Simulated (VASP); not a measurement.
# PtC18: single point with PBEsol

Slab: PtC18, a slab with vacuum.

```
CELL_PARAMETERS angstrom
7.39800 0.00000 0.00000
-3.69900 6.40686 0.00000
0.00000 0.00000 12.00000
ATOMIC_POSITIONS crystal
C 0.00272 0.99736 0.08017
C 0.22423 0.10851 0.08295
C 0.00543 0.32897 0.08197
C 0.22467 0.44159 0.07895
C 0.00480 0.66753 0.08852
C 0.22529 0.77594 0.08367
C 0.33657 0.99789 0.08476
C 0.55616 0.10676 0.08799
C 0.33658 0.33065 0.08085
C 0.55618 0.44260 0.08370
C 0.33574 0.66419 0.08017
C 0.55714 0.77534 0.07836
C 0.66915 0.99744 0.08143
C 0.89084 0.10769 0.07966
C 0.66744 0.33055 0.09683
C 0.89417 0.44209 0.09231
C 0.66909 0.66455 0.07848
C 0.89014 0.77600 0.08118
Pt 0.84174 0.45221 0.25556
```

The cell was built by a generator and needn't be a form met in nature.

```
Program             : VASP 6.6.1
Task                : single point
Functional          : PBEsol
Potentials or basis : VASP PAW PBE potentials, release 64 (C, Pt)
Cutoff              : 520 eV
k mesh              : 2 × 2 × 1
Occupations         : gaussian, width 0.02 eV
Spin                : no spin polarisation
```

* Largest force: 0.352 eV/Å
* Band gap on the k mesh: 0.25 eV, direct

Forces on the atoms (eV/Å):
```
C    0.000  0.012 -0.008
C    0.022  0.023 -0.005
C    0.002  0.015 -0.001
C    0.018  0.016  0.001
C    0.013  0.026 -0.067
C   -0.001  0.014 -0.033
C    0.006  0.014 -0.007
C    0.023  0.014  0.015
C    0.008  0.011  0.006
C   -0.002  0.020  0.021
C    0.012  0.010 -0.003
C    0.010  0.013 -0.005
C    0.010  0.028  0.007
C   -0.001  0.015  0.009
C   -0.013 -0.003  0.057
C    0.048  0.025 -0.067
C    0.002  0.014 -0.002
C    0.022  0.014 -0.025
Pt  -0.180 -0.283  0.109
```

Levels at points of the mesh, in eV from the valence-band top:
| k point | band 39 | band 40 | band 41 | band 42 | band 43 | band 44 |
| --- | --- | --- | --- | --- | --- | --- |
| (0.00, 0.00, 0.00) | -1.35 | -0.27 | 0.00 | 0.25 | 0.43 | 0.86 |
| (0.50, 0.00, 0.00) | -1.36 | -1.08 | -0.88 | 0.33 | 1.69 | 2.42 |
| (0.00, 0.50, 0.00) | -1.45 | -1.07 | -0.88 | 0.41 | 1.72 | 2.41 |
| (0.50, 0.50, 0.00) | -1.39 | -1.01 | -0.97 | 0.45 | 1.70 | 2.44 |

Wall time 8.2 min on 1 thread of Intel(R) Xeon(R) Platinum 8175M CPU @ 2.50GHz (Skylake/Cascade Lake), with other jobs on the host, peak memory 0.6 GiB.

Caveat: the k mesh is coarse (spacing up to 0.49 Å⁻¹), so the values aren't converged; the PAW data sets were made with another functional, which shifts forces and pressure a little; spin-orbit coupling is left out, which moves the levels of the heavy elements.
